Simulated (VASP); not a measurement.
Wanted: the native input for a VASP 6.6.1 run.

```
Task                   : single point
Functional             : PBE
Potentials or basis    : VASP PAW PBE potentials, release 64 (Al)
Cutoff                 : 350 eV
k mesh                 : 18 × 18 × 18
Occupations            : gaussian, width 0.1 eV
Spin                   : no spin polarisation
Further INCAR settings : ALGO = Normal; EDIFF = 1e-07
```

The structure of Al lies in POSCAR:

```
Al                                      
1.0
    0.0000000000      2.0596122451      2.0596122451
    2.0596122451      0.0000000000      2.0596122451
    2.0596122451      2.0596122451      0.0000000000
  Al            
     1
Direct
     0.0000000000000000    0.0000000000000000    0.0000000000000000
```

The cell isn't the ideal one: a relaxed cell with its volume scaled by 1.06.

The input as run:

INCAR

```
ALGO = Normal
EDIFF = 1E-7
ENCUT = 350
GGA = PE
ISIF = 2
ISMEAR = 0
LASPH = True
LCHARG = False
LREAL = False
LWAVE = False
NELM = 80
PREC = Accurate
SIGMA = 0.1
```

KPOINTS

```
k-points
0
Gamma
  18 18 18
```

Potentials or basis: VASP PAW PBE potentials, release 64 (Al).

Run with:

```console
$ cat potpaw_PBE.64/Al/POTCAR > POTCAR
$ mpirun -np 1 vasp_std > vasp.out
```

Results of the run:

| Property | Result |
| --- | --- |
| Pressure | -4.0 GPa |
| Band gap on the k mesh | none (metal or under the smearing width) |

Wall time 3.6 s on 1 thread of Intel(R) Xeon(R) 6975P-C (Granite Rapids), on a shared host, peak memory 0.11 GiB.
